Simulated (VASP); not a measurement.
Consider the following.

```
MgF2
1.0
    4.61520     0.00000     0.00000
    0.00000     4.61520     0.00000
    0.00000     0.00000     3.04778
Mg F
2 4
Cartesian
  2.35169   2.28001   1.50605
 -0.04007   0.01470   0.00705
  3.22038   3.22288   0.01586
  1.41507   1.41113   0.01192
  3.70895   0.90961   1.51577
  0.88200   3.69968   1.51502
```

These are PBEsol GGA, VASP's PBE PAW potentials (set 64) (plane waves; VASP 6.6.1) values and carry that method's errors. Settings: 560 eV cut-off, 5×5×8 Γ-centred mesh shifted by (0.5, 0.5, 0.5), Fermi-Dirac smearing of 0.020 eV, potentials Mg F.

Q: The ions, cell shape and volume are relaxed. Predict the relaxed structure.

A: 
```
MgF2
1.0
    4.62821    -0.00009     0.00003
   -0.00009     4.62427    -0.00026
    0.00002    -0.00017     3.05486
Mg F
2 4
Direct
  0.50008   0.50003   0.50010
  0.00003   0.99999   0.99988
  0.69585   0.69781   0.00011
  0.30422   0.30218   0.00009
  0.80406   0.19764   0.49992
  0.19577   0.80235   0.49990
```
Space group P4_2/mnm (136), at a tolerance of 0.03 Å.

Q: How do energy and volume change from the first to the last step?

A: The energy (σ→0) changes by -7.7 meV/atom and the volume by +0.7 %, in 9 ionic steps.

The structure comes from a computed database's MgF2 entry; how it stands against other phases isn't given here. In the starting cell atoms are displaced from their ideal sites. This run relaxes it. The run is one of a series of settings (EDIFFG = -0.01, ENCUT = 560, IBRION = 2, ISIF = 3, NSW = 50 against the base run), some of them coarse on purpose.
